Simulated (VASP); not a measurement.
# A VASP study of Sb7Mo3 (r2SCAN): structure first, properties next, part 2 of 2

How well does r2SCAN reproduce what experiment finds for Sb7Mo3? The cell is relaxed first, and properties follow on it. The start is a computed cell from the Materials Project.

VASP 6.6.1; r2SCAN; plane waves and PAW (Sb, Mo_sv).

So far. Step 4 (Band structure (r2SCAN)): There is no gap at this level. Step 5 (Density of states (r2SCAN)): The finer mesh and the other smearing move the Fermi level by +0.02 eV from the 4×4×4 run, a small shift, which tests the Fermi level alone. Of the states within 0.3 eV of the Fermi level, the largest shares in the PAW spheres are Mo d 43 % and Sb p 19 %. The rest lies in smaller channels or between the spheres. The relaxed cell has a = 9.617 Å (conventional setting).

## 6. Optical spectrum (r2SCAN)

LOPTICS sums transitions from filled to empty bands. NBANDS is raised for it.

Input file INCAR:

```
SYSTEM = Sb7Mo3
PREC = Accurate
ENCUT = 400
EDIFF = 1E-06
NELM = 100
ISMEAR = 0
SIGMA = 0.05
LREAL = .FALSE.
ALGO = Normal
METAGGA = R2SCAN
LASPH = .TRUE.
NBANDS = 237
LORBIT = 11
LWAVE = .FALSE.
LCHARG = .FALSE.
KPAR = 8
LOPTICS = .TRUE.
NEDOS = 1500
CSHIFT = 0.1
```

Input file POSCAR:

```
Sb7Mo3
1.0
   -4.8084192915      4.8084192915      4.8084192915
    4.8084192915     -4.8084192915      4.8084192915
    4.8084192915      4.8084192915     -4.8084192915
Sb Mo
14 6
Direct
    0.7500000000      0.2500000000      0.5000000000
    0.5000000000      0.2500000000      0.7500000000
    0.5000000000      0.7500000000      0.2500000000
    0.2500000000      0.5000000000      0.7500000000
    0.7500000000      0.5000000000      0.2500000000
    0.2500000000      0.7500000000      0.5000000000
    0.3211103280      0.3211103280      0.3211103280
    0.0000000000      0.0000000000      0.3211103280
    0.3211103280      0.0000000000      0.0000000000
    0.0000000000      0.3211103280      0.0000000000
    0.6788896720      0.0000000000      0.0000000000
    0.0000000000      0.6788896720      0.0000000000
    0.0000000000      0.0000000000      0.6788896720
    0.6788896720      0.6788896720      0.6788896720
    0.3420399454      0.3420399454      0.0000000000
    0.0000000000      0.3420399454      0.3420399454
    0.0000000000      0.6579600546      0.6579600546
    0.6579600546      0.0000000000      0.6579600546
    0.3420399454      0.0000000000      0.3420399454
    0.6579600546      0.6579600546      0.0000000000
```

Input file KPOINTS:

```
Automatic mesh
0
Gamma
5 5 5
0 0 0
```

PAW data sets: Sb and Mo_sv (PBE family, release 64).

Launch:

```sh
> mpirun -np 8 vasp_std
```

Wall time 8 min (8 MPI ranks of Intel Xeon 6975P-C (Granite Rapids), shared host); peak memory 9.1 GiB.

On this mesh force components of up to 0.08 eV/Å appear, so the relaxed positions are not converged with the sampling. These are independent-particle spectra without excitons or local fields, and fine structure depends on the mesh and on CSHIFT. The intraband (Drude) part is not in this spectrum.

This step gave:

* SCF cycles: 15
* bands: 237
* free energy (TOTEN): -516.3003 eV
* energy at zero smearing: -516.2907 eV
* Fermi energy: 9.290 eV
* pressure: -0.01943 GPa

The imaginary dielectric function, xx has structure finer than the step of the table below, so its rows give means over 1 eV, whole bins alone (the curve runs from 0 to 25.0 eV). Peaks (eV: height): 0.1: 118, 2.6: 26.6.

Imaginary dielectric function, xx against photon energy; means over each step:

| photon energy (eV) | imaginary dielectric function, xx |
| --- | --- |
| 1 | 11.8 |
| 2 | 17.6 |
| 3 | 25.4 |
| 4 | 20.9 |
| 5 | 14.3 |
| 6 | 8.51 |
| 7 | 5.45 |
| 8 | 3.58 |
| 9 | 2.70 |
| 10 | 2.34 |
| 11 | 1.79 |
| 12 | 1.44 |
| 13 | 1.01 |
| 14 | 0.703 |
| 15 | 0.511 |
| 16 | 0.436 |
| 17 | 0.348 |
| 18 | 0.287 |
| 19 | 0.241 |
| 20 | 0.211 |
| 21 | 0.188 |
| 22 | 0.152 |
| 23 | 0.0919 |
| 24 | 0.0484 |

The real dielectric function, xx by photon energy:

photon energy (eV), real dielectric function, xx and a bar from the least value:
```
      0.0        212 ##############################
      0.5         -1 #
      1.0         15 ###
      1.5         21 ####
      2.0         26 ####
      2.5         18 ###
      3.0          8 ##
      3.5          3 #
      4.0         -1 #
      4.5         -4 
      5.0         -7 
      5.5         -7 
      6.0         -6 
      6.5         -6 
      7.0         -5 
      7.5         -5 
      8.0         -4 
      8.5         -3 
      9.0         -3 #
      9.5         -3 #
     10.0         -3 #
     10.5         -2 #
     11.0         -2 #
     11.5         -2 #
     12.0         -2 #
     12.5         -2 #
     13.0         -1 #
     13.5         -1 #
     14.0         -1 #
     14.5         -1 #
     15.0         -1 #
     15.5         -1 #
     16.0         -1 #
     16.5          0 #
     17.0          0 #
     17.5          0 #
     18.0          0 #
     18.5          0 #
     19.0          0 #
     19.5          0 #
     20.0          0 #
     20.5          0 #
     21.0          0 #
     21.5          0 #
     22.0          0 #
     22.5          0 #
     23.0          0 #
     23.5          0 #
     24.0          0 #
     24.5          0 #
```

Force by atom:

| atom | x (eV/Å) | y (eV/Å) | z (eV/Å) | size |
| --- | --- | --- | --- | --- |
| Sb1 | 0.0000 | 0.0000 | 0.0000 | 0.0000 |
| Sb2 | 0.0000 | 0.0000 | 0.0000 | 0.0000 |
| Sb3 | 0.0000 | 0.0000 | 0.0000 | 0.0000 |
| Sb4 | 0.0000 | 0.0000 | 0.0000 | 0.0000 |
| Sb5 | 0.0000 | 0.0000 | 0.0000 | 0.0000 |
| Sb6 | 0.0000 | 0.0000 | 0.0000 | 0.0000 |
| Sb7 | 0.0199 | 0.0199 | 0.0199 | 0.0344 |
| Sb8 | 0.0199 | 0.0199 | -0.0199 | 0.0344 |
| Sb9 | -0.0199 | 0.0199 | 0.0199 | 0.0344 |
| Sb10 | 0.0199 | -0.0199 | 0.0199 | 0.0344 |
| Sb11 | 0.0199 | -0.0199 | -0.0199 | 0.0344 |
| Sb12 | -0.0199 | 0.0199 | -0.0199 | 0.0344 |
| Sb13 | -0.0199 | -0.0199 | 0.0199 | 0.0344 |
| Sb14 | -0.0199 | -0.0199 | -0.0199 | 0.0344 |
| Mo15 | 0.0000 | 0.0000 | -0.0812 | 0.0812 |
| Mo16 | -0.0812 | 0.0000 | 0.0000 | 0.0812 |
| Mo17 | 0.0812 | 0.0000 | 0.0000 | 0.0812 |
| Mo18 | 0.0000 | 0.0812 | 0.0000 | 0.0812 |
| Mo19 | 0.0000 | -0.0812 | 0.0000 | 0.0812 |
| Mo20 | 0.0000 | 0.0000 | 0.0812 | 0.0812 |

## 7. Outcome

```
relaxed volume                            : 22.23 Å³/atom
relaxed conventional cell a, b, c         : 9.617, 9.617, 9.617 Å
space group after relaxing, within 0.02 Å : Im-3m (No. 229)
band gap                                  : none, a metal
DOS at the Fermi level                    : 20.4 states/eV/cell
```

What this shows: With r2SCAN, Sb7Mo3 relaxes to 22.23 Å³/atom in space group Im-3m (held by the symmetry of the run) and comes out as a metal. Band structure (r2SCAN): Of the bands kept, 4 cross the Fermi level on this path. Spin-orbit coupling is left out, and with elements this heavy it would split and shift bands near the Fermi level. The k-sampling is coarse for a metal, so the Fermi level, pressures and the shape of the cell carry errors. No search among competing phases was made, and a listed structure need not be the one stable at ambient conditions. All values are for a static lattice at zero temperature.

Computed beside measured:

```
              quantity  measured          r2SCAN
lattice constant a (Å)     9.559  9.617 (+0.6 %)
```

Measured values from arxiv:0803.2948 (2008).

Verdict: The lattice constant a is off by +0.6 %: good agreement. The grades are ours: good and fair within 0.7 and 1.5 % for the lattice constant a. For lattice constants the calculation has a static lattice, without zero-point motion or thermal expansion. As a rule both would widen the computed cell, so the excess over experiment is if anything larger than shown.

[Lines on the potential files, build, host, timing and source positions are cut from VASP's logs without a mark.]

[Logs are printed without paths, hosts, clocks, repeated set-up lines and the standing remarks that a program may print on its own settings, such as how far it seeks lower states.]

[Hosts, paths, dates, database ids (printed as entryN), source tags and the programs' standing remarks are cut or masked in the printed files.]

[A measured line is paired with the nearest computed mode of its activity, which favours agreement.]
